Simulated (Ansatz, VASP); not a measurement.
**Two plane-wave programs on Cu2W**

Contents of INCAR:

```
SYSTEM = Cu2W
PREC = Accurate ; ENCUT = 520
EDIFF = 1E-6 ; ISMEAR = 0
SIGMA = 0.1 ; LREAL = .FALSE.
LASPH = .TRUE. ; NELM = 80
ALGO = Normal ; ISIF = 2
LWAVE = .FALSE. ; LCHARG = .TRUE.
GGA = PE ; LELF = .TRUE.
LVHAR = .TRUE. ; NBANDS = 45
```

The input KPOINTS:

```
Automatic mesh
0
G
  4 4 4
  0 0 0
```

POSCAR

```
Cu2W
1.0
   -3.0564250000      3.0564250000      2.5062206300
    3.0564250000     -3.0564250000      2.5062206300
    3.0564250000      3.0564250000     -2.5062206300
Cu W
4 2
Direct
    0.6629999900      0.1629999900      0.8259999800
    0.1629999900      0.3370000100      0.5000000000
    0.3370000100      0.8370000100      0.1740000200
    0.8370000100      0.6629999900      0.5000000000
    0.2500000000      0.2500000000      0.0000000000
    0.7500000000      0.7500000000      0.0000000000
```

Input for Ansatz:

```yaml
crystal:
  lattice:
    - [-3.056425, 3.056425, 2.50622063]
    - [3.056425, -3.056425, 2.50622063]
    - [3.056425, 3.056425, -2.50622063]
  atoms:
    - { symbol: Cu, position: [0.66299999, 0.16299999, 0.82599998] }
    - { symbol: Cu, position: [0.16299999, 0.33700001, 0.5] }
    - { symbol: Cu, position: [0.33700001, 0.83700001, 0.17400002] }
    - { symbol: Cu, position: [0.83700001, 0.66299999, 0.5] }
    - { symbol: W, position: [0.25, 0.25, 0.0] }
    - { symbol: W, position: [0.75, 0.75, 0.0] }
basis:
  ecutwfc: 420
kpoints:
  mp_grid: { grid: [4, 4, 4] }
hamiltonian:
  xc: pbe
scf:
  occupations: { method: gaussian, width: 0.1 }
  lower_state_search: "off"
output:
  forces: true
  stress: true
  eigenvalues: true
```

Change from the starting cell: species swapped into the Hf2Ni type (I4/mcm, No. 140).

Alike in both runs: task single point; functional PBE; k mesh 4 × 4 × 4; occupations gaussian, width 0.1 eV; no spin polarisation.

|  | VASP | Ansatz |
| --- | --- | --- |
| version | VASP 6.6.1 | Ansatz 0.2.0 |
| potentials or method | VASP PAW PBE potentials, release 64 (Cu, W_sv) | scalar-relativistic, plane waves, PAW |
| plane-wave cutoff (eV) | 520 | 420 |
| valence electrons in the cell | 72 | 104 |

|  | VASP | Ansatz | Ansatz less VASP |
| --- | --- | --- | --- |
| gap on the k mesh at the Fermi level (eV) | none | none | - |
| pressure (GPa) | 1.3 | 0.9 | -0.46 |
| largest component of the traceless stress (GPa) | 5.55 | 5.75 | +0.197 |
| rms of the force components (eV/Å) | 0.246 | 0.240 | -0.0053 |

Atom by atom the forces differ by 0.005 eV/Å (rms over components). A gap of «none» marks a metal or a gap that the smearing closes. The functional is the same, so the differences come from potentials, cutoffs and numerics. The two sets of potentials don't hold the same shells in valence.

Caveats: the k mesh is coarse (spacing up to 0.41 Å⁻¹), so the values aren't converged. Spin-orbit coupling is left out, which matters for the levels of W.
